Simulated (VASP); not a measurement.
```xyz
2
Lattice="0.0000 3.4450 3.4450 3.4450 0.0000 3.4450 3.4450 3.4450 0.0000" Properties=species:S:1:pos:R:3 pbc="T T T"
Rb     0.0000     0.0000     0.0000
Br     3.4450     3.4450     3.4450
```

These are SCAN meta-GGA, VASP's PBE PAW potentials (set 64) (plane waves; VASP 6.6.1) values and carry that method's errors. Run with 520 eV cut-off, 8×8×8 Γ-centred mesh, tetrahedra with Blöchl corrections, potentials Rb_sv Br.

Task: What does the run give for the energy per atom (σ→0), band gap (over mesh and band path) with the smallest direct gap where there is one?

Result: 
The band gap (over mesh and band path) is 4.87 eV and the smallest direct gap (over mesh and band path) is 4.87 eV. The energy per atom (σ→0) is -22.013 eV/atom.

The compound is RbBr in the rock salt structure. The cell was not relaxed at this level.
